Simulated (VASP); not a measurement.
## MgO (relaxed from the wurtzite structure, space group P6_3mc): computed properties

Calculation: PBEsol GGA, VASP's PBE PAW potentials (set 64) (plane waves; VASP).

```json
{
  "space_group": "P6_3mc (186)",
  "cell": "a = b = 3.300 Å, c = 5.012 Å, α = β = 90.00°, γ = 120.00°",
  "volume_per_atom": "11.82 Å³/atom",
  "band gap (over mesh and band path)": "3.37 eV",
  "smallest direct gap (over mesh and band path)": "3.37 eV",
  "band_edge_character": "direct, Γ to Γ",
  "density": "2.83 g/cm³"
}
```

```yaml
crystal:
  lattice:
    - [3.30010, 0.00000, 0.00000]
    - [-1.65005, 2.85797, 0.00000]
    - [0.00000, 0.00000, 5.01227]
  atoms:
    - { symbol: Mg, position: [0.33333, 0.66667, 0.98887] }
    - { symbol: Mg, position: [0.66667, 0.33333, 0.48887] }
    - { symbol: O, position: [0.33333, 0.66667, 0.38613] }
    - { symbol: O, position: [0.66667, 0.33333, 0.88613] }
```

The structure was generated: MgO was put into the wurtzite type (P6_3mc), which need not be its known phase. It was relaxed first, which changed the volume by -13 %. Symmetry was kept, so distortions that lower it aren't found.
